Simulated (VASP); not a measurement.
The input files of a VASP run:

INCAR:
```
SYSTEM=NbN
PREC=Accurate; ENCUT=600; LREAL=.False.
LASPH=.True.
EDIFF=1E-7; NELM=100; ALGO=Normal
LMAXMIX=4
ISMEAR=1; SIGMA=0.1
GGA=PE
ISIF=2
LWAVE=.False.; LCHARG=.False.
```

### POSCAR
```
NbN
1.0
  0.0000000000   2.2092268224   2.2092268224
  2.2092268224   0.0000000000   2.2092268224
  2.2092268224   2.2092268224   0.0000000000
Nb N
1 1
Cartesian
  0.0000000000   0.0000000000   0.0000000000
  2.2092268224   2.2092268224   2.2092268224
```

### KPOINTS
```
Automatic mesh
0
G
14 14 14
```

POTCAR, in this order: Nb_sv N (PBE.64 set). Program: vasp_std.

**Question.** Translate this PBE calculation to Quantum ESPRESSO's pw.x.

**Answer.** One equivalent input (not run):
```
&CONTROL
  calculation = 'scf'
  pseudo_dir = './pseudo'
  outdir = './out'
  tprnfor = .true.
  tstress = .true.
/
&SYSTEM
  ibrav = 0
  nat = 2
  ntyp = 2
  ecutwfc = 84
  occupations = 'smearing'
  smearing = 'methfessel-paxton'
  degauss = 0.00735
  input_dft = 'pbe'
/
&ELECTRONS
  conv_thr = 7.3e-09
  electron_maxstep = 100
/
ATOMIC_SPECIES
  Nb 92.906 Nb.upf
  N 14.007 N.upf
CELL_PARAMETERS angstrom
    -0.0000000    2.2092268    2.2092268
     2.2092268    0.0000000    2.2092268
     2.2092268    2.2092268    0.0000000
ATOMIC_POSITIONS crystal
  Nb   0.0000000  0.0000000  0.0000000
  N    0.5000000  0.5000000  0.5000000
K_POINTS automatic
  14 14 14 0 0 0
```
The two are equivalent in intent, not identical: the potentials are each code's own (VASP's PAW set, PseudoDojo norm-conserving files in pw.x), so ENCUT and ecutwfc are chosen apart and not converted; conv_thr bounds pw.x's estimated SCF error, while EDIFF bounds the energy change between steps.

The compound is NbN in the rock salt structure, the cubic δ form, which competes with hexagonal ones. It was relaxed first.
